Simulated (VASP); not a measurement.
Data:

```
CELL_PARAMETERS angstrom
      0.00000     2.12174     2.12174
      2.12174     0.00000     2.12174
      2.12174     2.12174     0.00000
ATOMIC_POSITIONS crystal
  Mg 0.00000 0.00000 0.00000
  O  0.50000 0.50000 0.50000
```

The numbers are results of PBE GGA, VASP's PBE PAW potentials (set 64) (plane waves; VASP), not measurements. Numerical set-up: PREC = Normal, EDIFF = 1E-5, 400 eV cut-off, 12×12×12 Γ-centred mesh, Gaussian smearing of 0.050 eV, potentials Mg O.

At this cut-off the stress carries a Pulay error, which pulls relaxed volumes low.

### Question
Give the stress tensor in GPa (positive for a compressed cell).

### Answer

```
-4.59   0.00   0.00
 0.00  -4.59   0.00
 0.00   0.00  -4.59
```
The pressure is its mean diagonal, -4.59 GPa.

The compound is MgO in the rock salt structure. It was relaxed first.
